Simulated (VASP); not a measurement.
Input of a VASP 6.6.1 run:

File INCAR:

```
SYSTEM = Lu2Mo3
PREC = Accurate ; ENCUT = 520
EDIFF = 1E-6 ; ISMEAR = 0
SIGMA = 0.1 ; LREAL = .FALSE.
LASPH = .TRUE. ; NELM = 100
ALGO = Normal ; ISIF = 2
LWAVE = .FALSE. ; LCHARG = .TRUE.
GGA = PE ; LELF = .TRUE.
LVHAR = .TRUE. ; NBANDS = 54
```

KPOINTS

```
Automatic mesh
0
G
  4 4 4
  0 0 0
```

Contents of POSCAR:

```
Lu2Mo3
1.0
    4.6632869600      0.0000000000      0.0000000000
    0.0000000000      4.6632869600      0.0000000000
    0.0000000000      0.0000000000      4.6632869600
Lu Mo
2 3
Direct
    0.5000000000      0.5000000000      0.5000000000
    0.0000000000      0.0000000000      0.0000000000
    0.5000000000      0.0000000000      0.0000000000
    0.0000000000      0.5000000000      0.0000000000
    0.0000000000      0.0000000000      0.5000000000
```

Potentials or basis: VASP PAW PBE potentials, release 64 (Lu, Mo_sv).

Run with:

```sh
$ cat potpaw_PBE.64/Lu/POTCAR potpaw_PBE.64/Mo_sv/POTCAR > POTCAR
$ mpirun -np 1 vasp_std > vasp.out
```

Estimate the band gap on the k mesh.

none (metal or under the smearing width).

Predict the pressure.

15.6 GPa.

Caveat: so large a pressure means that the cell lies far from this level's equilibrium, or that cutoff or potentials fall short. Spin-orbit coupling is left out, which matters for the levels of Lu.
